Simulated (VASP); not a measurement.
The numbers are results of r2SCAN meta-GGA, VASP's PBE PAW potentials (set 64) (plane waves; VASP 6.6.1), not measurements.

The input files of a VASP run:

**INCAR**
```
ALGO = Normal
EDIFF = 1E-7
ENCUT = 520
ISIF = 2
ISMEAR = 0
LASPH = .TRUE.
LCHARG = .FALSE.
LMAXMIX = 4
LMIXTAU = .TRUE.
LREAL = .FALSE.
LWAVE = .FALSE.
METAGGA = R2SCAN
NELM = 100
PREC = Accurate
SIGMA = 0.05
SYSTEM = InAs
```

### KPOINTS
```
kpoints
0
Gamma
8 8 8
0 0 0
```

POSCAR:
```
InAs
1
    0.0000000000     3.1147524316     3.1147524316
    3.1147524316     0.0000000000     3.1147524316
    3.1147524316     3.1147524316     0.0000000000
In As
1 1
Direct
  0.0000000000   0.0000000000   0.0000000000
  0.2500000000   0.2500000000   0.2500000000
```

POTCAR, in this order: In_d As (PBE.64 set). Program: vasp_std.

What VASP printed:

**OUTCAR**
```
 ion  position               nearest neighbor table
   1  0.000  0.000  0.000-   2 2.70   2 2.70   2 2.70   2 2.70
   2  0.250  0.250  0.250-   1 2.70   1 2.70   1 2.70   1 2.70
  LATTYP: Found a face centered cubic cell.
 ALAT       =     6.2295048632
 Subroutine PRICEL returns:
 Original cell was already a primitive cell.
 Subroutine GETGRP returns: Found 24 space group operations
The static configuration has the point symmetry T_d .
The dynamic configuration has the point symmetry T_d .
 Subroutine INISYM returns: Found 24 space group operations
 Subroutine IBZKPT returns following result:
 Found     29 irreducible k-points:

 Following reciprocal coordinates:
            Coordinates               Weight
  0.000000  0.000000  0.000000      1.000000
  0.125000  0.000000  0.000000      8.000000
  0.250000  0.000000  0.000000      8.000000
  0.375000  0.000000  0.000000      8.000000
  0.500000  0.000000  0.000000      4.000000
  0.125000  0.125000  0.000000      6.000000
  0.250000  0.125000  0.000000     24.000000
  0.375000  0.125000  0.000000     24.000000
  0.500000  0.125000  0.000000     24.000000
...
```

OSZICAR:
```
       N       E                     dE             d eps       ncg     rms          rms(c)
DAV:   1     0.851270832643E+02    0.85127E+02   -0.86080E+03   754   0.153E+03
DAV:   2    -0.323811424802E+02   -0.11751E+03   -0.11417E+03   794   0.332E+02
DAV:   3    -0.411928665039E+02   -0.88117E+01   -0.87528E+01   989   0.952E+01
DAV:   4    -0.414391081406E+02   -0.24624E+00   -0.24607E+00   939   0.179E+01
DAV:   5    -0.414479419232E+02   -0.88338E-02   -0.88334E-02  1095   0.271E+00    0.536E+00
DAV:   6    -0.380014642115E+02    0.34465E+01   -0.21259E+00   914   0.355E+01    0.288E+00
DAV:   7    -0.379564964613E+02    0.44968E-01   -0.63977E-01   774   0.123E+01    0.135E+00
DAV:   8    -0.380128306955E+02   -0.56334E-01   -0.39724E-01   754   0.779E+00    0.105E+00
DAV:   9    -0.379673226110E+02    0.45508E-01   -0.25974E-02   904   0.208E+00    0.847E-01
DAV:  10    -0.379679094039E+02   -0.58679E-03   -0.10985E-03  1041   0.362E-01    0.871E-01
DAV:  11    -0.379833156171E+02   -0.15406E-01   -0.43297E-03   783   0.967E-01    0.326E-01
DAV:  12    -0.380256665782E+02   -0.42351E-01   -0.25261E-02   784   0.166E+00    0.129E-01
DAV:  13    -0.380267993364E+02   -0.11328E-02   -0.19242E-03   934   0.440E-01    0.135E-01
DAV:  14    -0.380268880358E+02   -0.88699E-04   -0.16281E-04   804   0.151E-01    0.150E-01
DAV:  15    -0.380265409332E+02    0.34710E-03   -0.21981E-03  1014   0.663E-01    0.162E-01
DAV:  16    -0.380266154455E+02   -0.74512E-04   -0.72201E-04   782   0.350E-01    0.517E-02
DAV:  17    -0.380267006157E+02   -0.85170E-04   -0.71898E-05   774   0.106E-01    0.507E-02
DAV:  18    -0.380267160278E+02   -0.15412E-04   -0.69986E-06   794   0.329E-02    0.405E-02
DAV:  19    -0.380267147801E+02    0.12477E-05   -0.37532E-06   784   0.217E-02    0.157E-02
DAV:  20    -0.380267165850E+02   -0.18049E-05   -0.93207E-07   784   0.127E-02    0.902E-03
DAV:  21    -0.380267165510E+02    0.33919E-07   -0.33910E-07   779   0.951E-03
   1 F= -.38026717E+02 E0= -.38026641E+02  d E =-.150648E-03
```

**OUTCAR**
```
------------------------ aborting loop because EDIFF is reached ----------------------------------------
  FORCE on cell =-STRESS in cart. coord.  units (eV):
  Direction    XX          YY          ZZ          XY          YZ          ZX
  --------------------------------------------------------------------------------------
  Total       -1.1053935     -1.1053935     -1.1053935      0.0000000      0.0000000      0.0000000
  in kB      -29.3039991    -29.3039991    -29.3039991      0.0000000      0.0000000      0.0000000
  external PRESSURE =     -29.3039991 kB  Pullay stress =       0.0000000 kB
  volume of cell :       60.44
      direct lattice vectors                 reciprocal lattice vectors
     0.000000000  3.114752432  3.114752432    -0.160526402  0.160526402  0.160526402
     3.114752432  0.000000000  3.114752432     0.160526402 -0.160526402  0.160526402
     3.114752432  3.114752432  0.000000000     0.160526402  0.160526402 -0.160526402
  FREE ENERGIE OF THE ION-ELECTRON SYSTEM (eV)
  ---------------------------------------------------
  free  energy   TOTEN  =       -38.0267165510 eV

  energy  without entropy=      -38.0265659030  energy(sigma->0) =      -38.02664123
```
(Selected blocks of OUTCAR.)

The compound is InAs in the zinc blende structure. This cell is one point of a volume scan, at 1.06 of the reference volume.
